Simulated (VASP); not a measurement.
Consider the following.

```xyz
2
Lattice="0.0000 2.7630 2.7630 2.7630 0.0000 2.7630 2.7630 2.7630 0.0000" Properties=species:S:1:pos:R:3 pbc="T T T"
Ba     0.0000     0.0000     0.0000
O      2.7630     2.7630     2.7630
```

The numbers are results of optB88-vdW, VASP's PBE PAW potentials (set 64) (plane waves; VASP 6.6.1), not measurements. Settings: 520 eV cut-off, 8×8×8 Γ-centred mesh, Gaussian smearing of 0.050 eV, potentials Ba_sv O.

Unless said otherwise, spin-orbit coupling is left out, though it shifts the bands of the heavy elements here.

Q: Estimate the energy per atom (σ→0), pressure, band gap (on the k-mesh) with the smallest direct gap where there is one.

A: 
```json
{
  "band gap (on the k-mesh)": "1.99 eV",
  "smallest direct gap (on the k-mesh)": "1.99 eV",
  "energy per atom (σ→0)": "-4.207 eV/atom",
  "pressure": "24.5 kbar"
}
```

Only differences to runs with the same potentials and settings are physical.

The compound is BaO in the rock salt structure. This cell is one point of a volume scan, at 0.97 of the reference volume.
